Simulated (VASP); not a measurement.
ZnNi:

```
Zn Ni
1.0
     2.89072    0.00000    0.00000
     0.00000    2.89072    0.00000
     0.00000    0.00000    2.89072
Zn Ni
1 1
Direct
  0.50000 0.50000 0.50000
  0.00000 0.00000 0.00000
```

```yaml
Program: VASP 6.6.1
Task: relaxation of cell and atoms
Functional: LDA
Potentials_or_basis: VASP PAW LDA potentials, release 64 (Zn, Ni)
Cutoff: 600 eV
k_mesh: 14 × 14 × 14
Occupations: gaussian, width 0.1 eV
Spin: no spin polarisation
```

At the start: pressure -12.9 GPa; volume 12.08 Å³/atom.

Where does the relaxation end?

Over 3 steps the energy falls by 42.6 meV/atom and the volume is 11.11 Å³/atom (-8.0 %); space group Pm-3m (No. 221, to 0.05 Å).

Step by step:
```
step  energy change (eV)  largest force (eV/Å)  pressure (GPa)  volume (Å³)
   1              0.0000                0.0000          -12.90        24.16
   2             -0.0342                0.0000           13.36        20.91
   3             -0.0853                0.0000           -0.05        22.23
```

Final structure:
```yaml
crystal:
  lattice:
    - [2.81159, 0.00000, 0.00000]
    - [0.00000, 2.81159, 0.00000]
    - [0.00000, 0.00000, 2.81159]
  atoms:
    - { symbol: Zn, position: [0.50000, 0.50000, 0.50000] }
    - { symbol: Ni, position: [0.00000, 0.00000, 0.00000] }
```
